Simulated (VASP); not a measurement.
The system is GdN.

```
Gd N
1.0
     0.00000    2.49900    2.49900
     2.49900    0.00000    2.49900
     2.49900    2.49900    0.00000
Gd N
1 1
Direct
  0.00000 0.00000 0.00000
  0.50000 0.50000 0.50000
```

The cell comes from a database or a generator and needn't be the stable form of this composition.

Base run:

| Quantity | Value |
| --- | --- |
| Program | VASP 6.6.1 |
| Functional | r2SCAN |
| Potentials or basis | VASP PAW PBE potentials, release 64 (Gd, N) |
| Cutoff | 520 eV |
| k mesh | 8 × 8 × 8 |
| Occupations | fermi-dirac, width 0.05 eV |
| Spin | collinear spin, ferromagnetic start |
| Starting moments | [7.0, 0.0] μB |

Its results: pressure -2.2 GPa; net moment 7.00 μB per cell; site moments Gd +6.79; N -0.12 μB.

Q: The run is repeated on the same cell with these changes: hubbard terms from none to Gd f U = 2 eV. What comes out?

A: Pressure -1.6 GPa; net moment 7.00 μB per cell; site moments Gd +6.81; N -0.13 μB.

Caveats: the PAW data sets were made with another functional, which shifts forces and pressure a little; a cell with one magnetic atom can't hold antiferromagnetic order, which such compounds often take.

Not every run made on this cell is shown here.
